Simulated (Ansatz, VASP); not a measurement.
**AlZnF4 in VASP and in Ansatz**

Contents of INCAR:

```
PREC = Accurate
ENCUT = 520
EDIFF = 1E-6
ISMEAR = 0
SIGMA = 0.05
LREAL = False
LASPH = True
NELM = 100
ALGO = Normal
ISIF = 2
LWAVE = False
LCHARG = True
GGA = PE
LELF = True
LVHAR = True
NBANDS = 30
```

The input KPOINTS:

```
Automatic mesh
0
Gamma
  5 7 4
```

The input POSCAR:

```
AlZnF4
1.0
    4.0561610000      0.0000000000      0.0000000000
    0.0000000000      2.6484470000      0.0000000000
    0.1934970000      0.0000000000      4.2610300000
Al Zn F
1 1 4
Direct
    0.0000000000      0.0000000000      0.0000000000
    0.5000000000      0.5000000000      0.5000000000
    0.6900000000      0.0000000000      0.3300000000
    0.3100000000      0.0000000000      0.6700000000
    0.7740000000      0.5000000000      0.8140000000
    0.2260000000      0.5000000000      0.1860000000
```

Input for Ansatz:

```yaml
crystal:
  lattice:
    - [4.056161, 0.0, 0.0]
    - [0.0, 2.648447, 0.0]
    - [0.193497, 0.0, 4.26103]
  atoms:
    - { symbol: Al, position: [0.0, 0.0, 0.0] }
    - { symbol: Zn, position: [0.5, 0.5, 0.5] }
    - { symbol: F, position: [0.69, 0.0, 0.33] }
    - { symbol: F, position: [0.31, 0.0, 0.67] }
    - { symbol: F, position: [0.774, 0.5, 0.814] }
    - { symbol: F, position: [0.226, 0.5, 0.186] }
  symmetry: { tolerance: 0.0003 }
kpoints:
  mp_grid: { grid: [5, 7, 4], shift: [0, 0, 0] }
magnetization:
  spin_polarized: false
scf:
  occupations: { method: gaussian, width: 0.05 }
  mixing: { preconditioner: ldos }
  lower_state_search: light
hamiltonian:
  pseudopotentials: { kind: paw }
  xc: pbe
basis:
  ecutwfc: 420
output:
  forces: true
  stress: true
  eigenvalues: true
```

The cell was built by a generator and needn't be a form met in nature.

Alike in both runs: task single point; functional PBE; k mesh 5 × 7 × 4; occupations gaussian, width 0.05 eV; no spin polarisation.

```csv
,VASP,Ansatz
version,VASP 6.6.1,Ansatz 0.2.0
potentials or method,"VASP PAW PBE potentials, release 64 (Al, Zn, F)",PAW plane waves
plane-wave cutoff (eV),520,420
valence electrons in the cell,43,43
```

VASP gave:

| Quantity | Value |
| --- | --- |
| gap on the k mesh at the Fermi level (eV) | none |
| rms of the force components (eV/Å) | 3.459 |

Task: Which values does Ansatz return?

Result: gap on the k mesh at the Fermi level (eV): none; rms of the force components (eV/Å): 3.321.

Atom by atom the forces differ by 0.138 eV/Å (rms over components). A gap of «none» marks a metal or a gap that the smearing closes. The functional is the same, so the differences come from potentials, cutoffs and numerics.

Caveats: the k mesh is coarse (spacing up to 0.37 Å⁻¹), so the values aren't converged; an odd number of electrons without spin polarisation forces a metal; a magnetic or distorted state may lie lower.
